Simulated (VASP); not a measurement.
# NbAl2N3 (P-3m1) in VASP: further runs

The runs below take NbAl2N3 through relaxation of cell and atoms, with PBE.

Everything below comes from runs of VASP 6.6.1. Logs are shortened: lines on timing, memory, paths and dates and some standing lists are left out, and cuts for length are marked.

## Step 1: The crystal as given

It takes space group P-3m1 (No. 164, trigonal). Conventional cell: a = 3.126 Å, b = 3.126 Å, c = 7.914 Å, α = 90.00°, β = 90.00°, γ = 120.00°. Al (site symmetry 3m) has 4 N at 1.90 to 2.00 Å as nearest neighbours. Nb (site symmetry -3m) has 6 N at 2.17 Å as nearest neighbours. Around N (site symmetry 3m) lie 1 Al at 1.90 Å and 3 Nb at 2.17 Å. N (site symmetry -3m) is surrounded by 6 Al at 2.00 Å.

The cell was built by a generator and needn't be a form met in nature.

## Step 2: Relaxation of cell and atoms, PBE

Input file INCAR:

```
ALGO     = Fast           # electronic algorithm
EDIFF    = 1E-4           # SCF threshold, eV
EDIFFG   = -0.08          # ionic threshold
ENCUT    = 520            # plane-wave cutoff, eV
GGA      = PE             # functional
IBRION   = 2              # ionic algorithm
ISIF     = 3              # what is computed and relaxed
ISMEAR   = 0              # smearing method
KPAR     = 2            
LASPH    = T              # aspherical terms in the spheres
LCHARG   = F              # write CHGCAR
LREAL    = F              # projectors in reciprocal space
LWAVE    = F              # write WAVECAR
NELM     = 60             # most SCF steps
NSW      = 24             # ionic steps
PREC     = Normal         # precision mode
SIGMA    = 0.15           # smearing width, eV
```

Input file KPOINTS:

```
k-points
0
Gamma
  5 5 2
```

Input file POSCAR:

```
NbAl2N3
1.0
    3.1256290800      0.0000000000      0.0000000000
   -1.5628145400      2.7068741900      0.0000000000
    0.0000000000      0.0000000000      7.9142531200
Al Nb N
2 1 3
Direct
    0.3333333300      0.6666666700      0.3920000000
    0.6666666700      0.3333333300      0.6080000000
    0.0000000000      0.0000000000      0.0000000000
    0.3333333300      0.6666666700      0.1520000000
    0.6666666700      0.3333333300      0.8480000000
    0.0000000000      0.0000000000      0.5000000000
```

Potentials or basis: VASP PAW PBE potentials, release 64 (Al, Nb_sv, N).

Launch:

```sh
$ cat potpaw_PBE.64/Al/POTCAR potpaw_PBE.64/Nb_sv/POTCAR potpaw_PBE.64/N/POTCAR > POTCAR
$ mpirun -np 2 vasp_std > vasp.out
```

OUTCAR:

```text
EDIFF = 1E-4
   EDIFFG = -0.08
   ENCUT = 520
   GGA = PE
   IBRION = 2
   ISIF = 3
   ISMEAR = 0
   LASPH = T
   LREAL = F
   NELM = 60
   NSW = 24
   PREC = Normal

 ion  position               nearest neighbor table
   1  0.333  0.667  0.392-   4 1.90   6 2.00   6 2.00   6 2.00   2 2.49   2 2.49   2 2.49
   2  0.667  0.333  0.608-   5 1.90   6 2.00   6 2.00   6 2.00   1 2.49   1 2.49   1 2.49
   3  0.000  0.000  0.000-   4 2.17   5 2.17   5 2.17   4 2.17   5 2.17   4 2.17
   4  0.333  0.667  0.152-   1 1.90   3 2.17   3 2.17   3 2.17
   5  0.667  0.333  0.848-   2 1.90   3 2.17   3 2.17   3 2.17
   6  0.000  0.000  0.500-   1 2.00   2 2.00   2 2.00   1 2.00   2 2.00   1 2.00

  LATTYP: Found a hexagonal cell.
 ALAT       =     3.1256290800
 C/A-ratio  =     2.5320512823

  Lattice vectors:

 A1 = (   3.1256290800,   0.0000000000,   0.0000000000)
 A2 = (  -1.5628145400,   2.7068741900,   0.0000000000)
 A3 = (   0.0000000000,   0.0000000000,   7.9142531200)

Analysis of symmetry for initial positions (statically):
=====================================================================
 Subroutine PRICEL returns:
 Original cell was already a primitive cell.

 Routine SETGRP: Setting up the symmetry group for a
 hexagonal supercell.

 Subroutine GETGRP returns: Found 12 space group operations
 (whereof 12 operations were pure point group operations)
 out of a pool of 24 trial point group operations.

The static configuration has the point symmetry D_3d.

Analysis of symmetry for dynamics (positions and initial velocities):
=====================================================================
 Subroutine PRICEL returns:
 Original cell was already a primitive cell.

 Routine SETGRP: Setting up the symmetry group for a
 hexagonal supercell.

 Subroutine GETGRP returns: Found 12 space group operations
 (whereof 12 operations were pure point group operations)
 out of a pool of 24 trial point group operations.

The dynamic configuration has the point symmetry D_3d.

 Subroutine INISYM returns: Found 12 space group operations
 (whereof 12 operations are pure point group operations),
 and found     1 'primitive' translations

----------------------------------------------------------------------------------------

                                     Primitive cell

  volume of cell :      66.9600

  direct lattice vectors                    reciprocal lattice vectors
     3.125629080  0.000000000  0.000000000     0.319935595  0.184714902  0.000000000
    -1.562814540  2.706874190  0.000000000     0.000000000  0.369429803  0.000000000
     0.000000000  0.000000000  7.914253120     0.000000000  0.000000000  0.126354311

  length of vectors
     3.125629080  3.125629083  7.914253120     0.369429804  0.369429803  0.126354311

  position of ions in fractional coordinates (direct lattice)
     0.333333330  0.666666670  0.392000000
     0.666666670  0.333333330  0.608000000
     0.000000000  0.000000000  0.000000000
[... 75 lines left out ...]
   ISIF   =      3    stress and relaxation
   ISYM   =      2    0-nonsym 1-usesym 2-fastsym
   POTIM  = 0.5000    time-step for ionic-motion
   TEBEG  =    0.0;   TEEND  =   0.0 temperature during run
   PSTRESS=    0.0 pullay stress
   NELECT =      34.0000    total number of electrons
   NUPDOWN=      -1.0000    fix difference up-down
   EMIN   =  10.00;   EMAX   =-10.00  energy-range for DOS
   EFERMI =   0.00;   METHOD = LEGACY
   ISMEAR =     0;   SIGMA  =   0.15  broadening in eV -4-tet -1-fermi 0-gaus
   EFERMI_NEDOS =   21; number of points for ismear=-14 and -15
   IALGO  =     68    algorithm
   IMIX   =      4    mixing-type and parameters
     AMIX     =   0.40;   BMIX     =  1.00
     AMIX_MAG =   1.60;   BMIX_MAG =  1.00
  volume/ion in A,a.u.               =      11.16        75.31
  Fermi-wavevector in a.u.,A,eV,Ry     =   1.306059  2.468093 23.208668  1.705789
  Thomas-Fermi vector in A             =   2.436886
   LORBIT       =      0    0 simple, 1 ext, 2 COOP (PROOUT), +10 PAW based schemes
   GGA     = PE    functional components
   LHFCALC =     F    Hartree Fock is set to
   AEXX    =    0.0000 exact exchange contribution
   IVDW    =     0    specifies the selected vdW correction
   LEPSILON=     F    determine dielectric tensor
   LRPA    =     F    only Hartree local field effects (RPA)
 conjugate gradient relaxation of ions
 non-spin polarized calculation
 RMM-DIIS sequential band-by-band and
 Gauss-broadening in eV      SIGMA  =   0.15
  energy-cutoff  :      520.00
  volume of cell :       66.96
 maximum number of plane-waves:      1820
   NGX = 11   NGY = 11   NGZ = 29

--------------------------------------- Ionic step        1  -------------------------------------------

 number of electron      34.0000018 magnetization

 Free energy of the ion-electron system (eV)
  ---------------------------------------------------
  ext. energy  EPLUGINS =         0.00000000
  ---------------------------------------------------
  free energy    TOTEN  =       -45.71814653 eV

  energy without entropy =      -45.68423874  energy(sigma->0) =      -45.70119264

 E-fermi :  10.0933     XC(G=0): -11.4968

 val. band max:        9.7338879930   @ k =   0.2000   0.0000   0.0000
 cond. band min:      10.1141271310   @ k =   0.2000   0.0000   0.0000
 fundamental gap:      0.3802391380
 Fermi energy:        10.0933149639

 k-point     1 :       0.0000    0.0000    0.0000
  band No.  band energies     occupation
      1     -46.1972      2.00000
      2     -22.2327      2.00000
      3     -21.9631      2.00000
      4     -21.9631      2.00000
      5      -9.8937      2.00000
      6      -5.8476      2.00000
[... 342 lines left out ...]
  FREE ENERGIE OF THE ION-ELECTRON SYSTEM (eV)
  ---------------------------------------------------
  free  energy   TOTEN  =       -46.2929913435 eV

  energy  without entropy=      -46.2606418407  energy(sigma->0) =      -46.27681659

[... ionic steps 4 to 12 ...]

--------------------------------------- Ionic step       13  -------------------------------------------

 number of electron      33.9999993 magnetization

------------------------ aborting loop because EDIFF is reached ----------------------------------------
[... 75 lines left out ...]
--------------------------------------- Ionic step       15  -------------------------------------------

 number of electron      33.9999994 magnetization

 Free energy of the ion-electron system (eV)
  ---------------------------------------------------
  ext. energy  EPLUGINS =         0.00000000
  ---------------------------------------------------
  free energy    TOTEN  =       -46.50618350 eV

  energy without entropy =      -46.44695833  energy(sigma->0) =      -46.47657092

 E-fermi :   9.9331     XC(G=0): -11.4882

 val. band max:        9.7942034449   @ k =   0.2000   0.2000   0.5000
 cond. band min:       9.9362040116   @ k =   0.2000   0.2000   0.0000
 fundamental gap:      0.1420005668
 Fermi energy:         9.9331342435

 k-point     1 :       0.0000    0.0000    0.0000
  band No.  band energies     occupation
      1     -46.1059      2.00000
      2     -22.2480      2.00000
      3     -21.8015      2.00000
      4     -21.8015      2.00000
      5      -8.9191      2.00000
      6      -6.2332      2.00000
[... 262 lines left out ...]
  FREE ENERGIE OF THE ION-ELECTRON SYSTEM (eV)
  ---------------------------------------------------
  free  energy   TOTEN  =       -46.5061835049 eV

  energy  without entropy=      -46.4469583329  energy(sigma->0) =      -46.47657092

 reached required accuracy - stopping structural energy minimisation
```

OSZICAR:

```text
N       E                     dE             d eps       ncg     rms          rms(c)
DAV:   1     0.253685515069E+03    0.25369E+03   -0.17482E+04   420   0.155E+03
DAV:   2    -0.340484340904E+02   -0.28773E+03   -0.28018E+03   586   0.457E+02
DAV:   3    -0.534776116982E+02   -0.19429E+02   -0.19146E+02   648   0.105E+02
DAV:   4    -0.544635456741E+02   -0.98593E+00   -0.98457E+00   664   0.231E+01
[... 131 lines left out ...]
       N       E                     dE             d eps       ncg     rms          rms(c)
DAV:   1    -0.465059604226E+02   -0.10528E-02   -0.22563E-01   425   0.333E+00    0.102E-01
RMM:   2    -0.465063799475E+02   -0.41952E-03   -0.44174E-03   494   0.510E-01    0.103E-01
RMM:   3    -0.465062010047E+02    0.17894E-03   -0.60218E-04   363   0.200E-01    0.688E-02
RMM:   4    -0.465061835049E+02    0.17500E-04   -0.15022E-04   275   0.126E-01
  15 F= -.46506184E+02 E0= -.46476571E+02  d E =-.127433E-02
```

CONTCAR:

```text
NbAl2N3
   1.00000000000000
     3.0627739041126714    0.0000000000000000    0.0000000000000000
    -1.5313869520563357    2.6524400106817856   -0.0000000000000000
     0.0000000000000000   -0.0000000000000000    8.3406589500111554
  Al              Nb              N
     2     1     3
Direct
     0.3333333300000021    0.6666666699999979    0.3631054806028227
     0.6666666699999979    0.3333333300000021    0.6368945193971772
     0.0000000000000000    0.0000000000000000    0.0000000000000000
     0.3333333300000021    0.6666666699999979    0.1466028709281166
     0.6666666699999979    0.3333333300000021    0.8533971290718836
     0.0000000000000000    0.0000000000000000    0.5000000000000000

  0.00000000E+00  0.00000000E+00  0.00000000E+00
  0.00000000E+00  0.00000000E+00  0.00000000E+00
  0.00000000E+00  0.00000000E+00  0.00000000E+00
  0.00000000E+00  0.00000000E+00  0.00000000E+00
  0.00000000E+00  0.00000000E+00  0.00000000E+00
  0.00000000E+00  0.00000000E+00  0.00000000E+00
```

It took 38 s on 2 MPI ranks of Intel Xeon Platinum 8488C (Sapphire Rapids), shared host; peak memory 0.14 GiB.

What came out:

| Item | Value |
| --- | --- |
| Free energy | -46.5062 eV |
| Relaxed volume | 11.29 Å³/atom |
| Relaxed cell | a = 3.063 Å, b = 3.063 Å, c = 8.341 Å, α = 90.00°, β = 90.00°, γ = 120.00° |
| Space group after relaxing (to 0.05 Å) | P-3m1 (No. 164) |
| Energy gained by relaxing | 131.3 meV/atom |
| Ionic steps | 15 |
| Pressure after relaxing | 0.3 GPa |
| Largest force after relaxing | 0.041 eV/Å |
| Band gap on the k mesh | none (metal or under the smearing width) |

Forces on the atoms (eV/Å):
```
Al   0.000  0.000 -0.041
Al   0.000  0.000  0.041
Nb   0.000  0.000  0.000
N    0.000  0.000 -0.021
N    0.000  0.000  0.021
N    0.000  0.000  0.000
```

Stress tensor (GPa, compression positive):
```
0.29 0.00 0.00
0.00 0.29 0.00
0.00 0.00 0.18
```

The path:
```csv
step,energy change (eV),largest force (eV/Å),pressure (GPa),volume (Å³)
1,0.0000,4.5699,4.37,66.96
2,0.2174,5.6690,2.20,69.92
3,-0.5748,1.1710,-0.25,68.40
4,-0.7265,0.3933,-1.19,68.53
5,-0.7417,0.4029,-1.17,68.57
6,-0.7436,0.4195,-1.13,68.59
7,-0.7607,0.2484,1.09,67.83
8,-0.7613,0.1436,0.82,67.94
9,-0.7792,0.1636,0.27,67.89
10,-0.7839,0.2603,-0.05,67.85
11,-0.7841,0.2921,-0.10,67.84
12,-0.7848,0.2685,-0.08,67.76
13,-0.7867,0.1206,-0.10,67.80
14,-0.7868,0.1078,-0.05,67.80
15,-0.7880,0.0406,0.25,67.76
```

Final structure:
```
Al Nb N
1.0
     3.06277    0.00000    0.00000
    -1.53139    2.65244    0.00000
     0.00000    0.00000    8.34066
Al Nb N
2 1 3
Cartesian
  0.0000 1.7683 3.0285
  1.5314 0.8841 5.3121
  0.0000 0.0000 0.0000
  0.0000 1.7683 1.2228
  1.5314 0.8841 7.1179
  0.0000 0.0000 4.1703
```

Levels at points of the mesh, in eV from the Fermi level:
| k point | band 15 | band 16 | band 17 | band 18 | band 19 | band 20 |
| --- | --- | --- | --- | --- | --- | --- |
| (0.00, 0.00, 0.00) | -1.65 | -1.65 | -1.59 | 0.47 | 0.47 | 1.19 |
| (0.00, 0.00, 0.50) | -1.66 | -1.66 | -0.42 | 0.47 | 0.47 | 0.64 |

Caveat: the k mesh is coarse (spacing up to 0.46 Å⁻¹), so the values aren't converged; the relaxation stopped at a loose force limit of 0.08 eV/Å, so its end isn't a converged minimum.

## Step 3: Relaxation of cell and atoms, PBE

This run uses another cell than the first one, of 13.22 Å³/atom, 1.184 times its volume.

INCAR is that of step 2.

Input file KPOINTS:

```
k-points
0
Gamma
  4 4 2
```

Input file POSCAR:

```
NbAl2N3
1.0
    3.7124234200      0.0000000000      0.0000000000
   -1.8562117100      3.2150529900      0.0000000000
    0.0000000000      0.0000000000      6.6447410500
Al Nb N
2 1 3
Direct
    0.6666666700      0.3333333300      0.6847193800
    0.3333333300      0.6666666700      0.3152806200
    0.0000000000      0.0000000000      0.0000000000
    0.6666666700      0.3333333300      0.3561005300
    0.3333333300      0.6666666700      0.6438994700
    0.0000000000      0.0000000000      0.5000000000
```

Potentials or basis: VASP PAW PBE potentials, release 64 (Al, Nb_sv, N).

Launch:

```sh
$ cat potpaw_PBE.64/Al/POTCAR potpaw_PBE.64/Nb_sv/POTCAR potpaw_PBE.64/N/POTCAR > POTCAR
$ mpirun -np 2 vasp_std > vasp.out
```

It took 76 s on 2 MPI ranks of Intel Xeon Platinum 8488C (Sapphire Rapids), shared host; peak memory 0.17 GiB.

Results (log left out):

| Property | Result |
| --- | --- |
| Free energy | -49.2595 eV |
| Relaxed volume | 9.23 Å³/atom |
| Relaxed cell | a = 2.903 Å, b = 2.903 Å, c = 7.589 Å, α = 90.00°, β = 90.00°, γ = 120.00° |
| Space group after relaxing (to 0.05 Å) | P-3m1 (No. 164) |
| Energy gained by relaxing | 2227.9 meV/atom |
| Ionic steps | 19 |
| Pressure after relaxing | -0.1 GPa |
| Largest force after relaxing | 0.052 eV/Å |
| Band gap on the k mesh | 0.55 eV, indirect (least direct gap 0.65 eV) |

Forces in eV/Å, atoms in the order of the input:
```
Al   0.000  0.000 -0.043
Al   0.000  0.000  0.043
Nb   0.000  0.000  0.000
N    0.000  0.000  0.052
N    0.000  0.000 -0.052
N    0.000  0.000  0.000
```

Stress tensor (GPa, compression positive):
```
 0.26  0.00  0.00
 0.00  0.26  0.00
 0.00  0.00 -0.77
```

The path:
| step | energy change (eV) | largest force (eV/Å) | pressure (GPa) | volume (Å³) |
| --- | --- | --- | --- | --- |
| 1 | 0.0000 | 2.7346 | -18.72 | 79.31 |
| 2 | -2.0800 | 4.5537 | 7.22 | 62.87 |
| 3 | -2.1342 | 5.4618 | 22.38 | 58.63 |
| 4 | -3.4116 | 5.5723 | 24.68 | 56.20 |
| 5 | -5.6392 | 3.5602 | 47.67 | 49.30 |
| 6 | -7.4333 | 3.5718 | 11.11 | 54.61 |
| 7 | -7.5362 | 3.8005 | 5.18 | 56.29 |
| 8 | -8.8662 | 2.6642 | -4.00 | 57.97 |
| 9 | -11.0882 | 2.8375 | -19.23 | 62.41 |
| 10 | -11.8165 | 3.8888 | -14.17 | 60.70 |
| 11 | -11.9901 | 4.2723 | -9.90 | 59.56 |
| 12 | -12.5728 | 3.3185 | -6.19 | 57.98 |
| 13 | -13.1001 | 2.0859 | 4.10 | 55.21 |
| 14 | -13.1053 | 2.2589 | 5.73 | 54.85 |
| 15 | -13.3109 | 1.1742 | 1.76 | 55.24 |
| 16 | -13.3444 | 0.7384 | 0.03 | 55.43 |
| 17 | -13.3450 | 0.7790 | -0.27 | 55.46 |
| 18 | -13.3670 | 0.0872 | -0.03 | 55.39 |
| 19 | -13.3671 | 0.0516 | -0.09 | 55.39 |

Final structure:
```
CELL_PARAMETERS angstrom
2.90300 0.00000 0.00000
-1.45150 2.51407 0.00000
0.00000 0.00000 7.58886
ATOMIC_POSITIONS crystal
Al 0.66667 0.33333 0.65518
Al 0.33333 0.66667 0.34482
Nb 0.00000 0.00000 0.00000
N 0.66667 0.33333 0.19600
N 0.33333 0.66667 0.80400
N 0.00000 0.00000 0.50000
```

Levels at points of the mesh, in eV from the valence-band top:
| k point | band 15 | band 16 | band 17 | band 18 | band 19 | band 20 |
| --- | --- | --- | --- | --- | --- | --- |
| (0.00, 0.00, 0.00) | -1.41 | -1.41 | -0.94 | 0.62 | 0.62 | 3.39 |
| (0.50, 0.00, 0.00) | -2.83 | -2.58 | -2.31 | 2.94 | 3.81 | 4.39 |
| (0.00, 0.00, 0.50) | -1.78 | -1.78 | -0.13 | 0.66 | 0.66 | 3.43 |
| (0.50, 0.00, 0.50) | -2.97 | -2.93 | -2.03 | 3.52 | 3.89 | 4.45 |

Caveat: the k mesh is coarse (spacing up to 0.49 Å⁻¹), so the values aren't converged; the volume moved by over 15 % at a fixed basis, so the end points are rough; the relaxation stopped at a loose force limit of 0.08 eV/Å, so its end isn't a converged minimum. A k mesh can miss the band edges.

## Step 4: Relaxation of cell and atoms, PBE

This run uses another cell than the first one, of 12.70 Å³/atom, 1.138 times its volume.

INCAR is that of step 3.

Input file KPOINTS:

```
k-points
0
Gamma
  5 5 2
```

Input file POSCAR:

```
NbAl2N3
1.0
    3.5456932400      0.0000000000      0.0000000000
   -1.7728466200      3.0706604200      0.0000000000
    0.0000000000      0.0000000000      6.9992842900
Al Nb N
2 1 3
Direct
    0.3333333300      0.6666666700      0.7520078400
    0.3333333300      0.6666666700      0.2479921600
    0.6666666700      0.3333333300      0.5000000000
    0.6666666700      0.3333333300      0.0000000000
    0.0000000000      0.0000000000      0.5000000000
    0.0000000000      0.0000000000      0.0000000000
```

Launch:

```sh
$ cat potpaw_PBE.64/Al/POTCAR potpaw_PBE.64/Nb_sv/POTCAR potpaw_PBE.64/N/POTCAR > POTCAR
$ mpirun -np 2 vasp_std > vasp.out
```

Wall time 28 s (2 MPI ranks of Intel Xeon Platinum 8488C (Sapphire Rapids), shared host); peak memory 0.15 GiB.

The run converged. Its results:

```yaml
Free_energy: -38.4566 eV
Relaxed_volume: 12.45 Å³/atom
Relaxed_cell: a = 3.439 Å, b = 3.439 Å, c = 7.298 Å, α = 90.00°, β = 90.00°, γ = 120.00°
Space_group_after_relaxing_to_0.05_Å: P-6m2 (No. 187)
Energy_gained_by_relaxing: 428.9 meV/atom
Ionic_steps: 11
Pressure_after_relaxing: 0.1 GPa
Largest_force_after_relaxing: 0.033 eV/Å
Band_gap_on_the_k_mesh: none (metal or under the smearing width)
```

Forces in eV/Å, atoms in the order of the input:
```
Al   0.000  0.000  0.033
Al   0.000  0.000 -0.033
Nb   0.000  0.000  0.000
N    0.000  0.000  0.000
N    0.000  0.000  0.000
N    0.000  0.000  0.000
```

Stress tensor (GPa, compression positive):
```
-0.01  0.00  0.00
 0.00 -0.01  0.00
 0.00  0.00  0.21
```

Step by step:
| step | energy change (eV) | largest force (eV/Å) | pressure (GPa) | volume (Å³) |
| --- | --- | --- | --- | --- |
| 1 | 0.0000 | 3.7141 | -1.04 | 76.21 |
| 2 | -1.2493 | 3.0165 | -3.74 | 75.29 |
| 3 | -2.5393 | 0.0840 | 0.44 | 73.44 |
| 4 | -2.5677 | 0.1170 | 1.56 | 73.86 |
| 5 | -2.5682 | 0.1255 | 1.56 | 73.81 |
| 6 | -2.5690 | 0.0911 | -1.50 | 75.72 |
| 7 | -2.5728 | 0.0872 | -0.37 | 74.76 |
| 8 | -2.5727 | 0.1093 | 0.00 | 74.64 |
| 9 | -2.5728 | 0.0943 | 0.01 | 74.69 |
| 10 | -2.5728 | 0.1035 | 0.05 | 74.73 |
| 11 | -2.5736 | 0.0326 | 0.07 | 74.73 |

Final structure:
```
CELL_PARAMETERS angstrom
3.43852 0.00000 0.00000
-1.71926 2.97785 0.00000
0.00000 0.00000 7.29828
ATOMIC_POSITIONS crystal
Al 0.33333 0.66667 0.83135
Al 0.33333 0.66667 0.16865
Nb 0.66667 0.33333 0.50000
N 0.66667 0.33333 0.00000
N 0.00000 0.00000 0.50000
N 0.00000 0.00000 0.00000
```

Levels at points of the mesh, in eV from the Fermi level:
| k point | band 13 | band 14 | band 15 | band 16 | band 17 | band 18 | band 19 | band 20 | band 21 |
| --- | --- | --- | --- | --- | --- | --- | --- | --- | --- |
| (0.00, 0.00, 0.00) | -4.81 | -4.06 | -1.48 | -1.48 | 0.03 | 0.67 | 0.67 | 1.19 | 1.19 |
| (0.00, 0.00, 0.50) | -5.26 | -2.33 | -1.49 | -1.49 | -0.82 | 0.04 | 0.71 | 0.71 | 1.80 |

Caveat: the k mesh is coarse (spacing up to 0.45 Å⁻¹), so the values aren't converged; the relaxation stopped at a loose force limit of 0.08 eV/Å, so its end isn't a converged minimum.

(Part 1 of 2 ends here.)
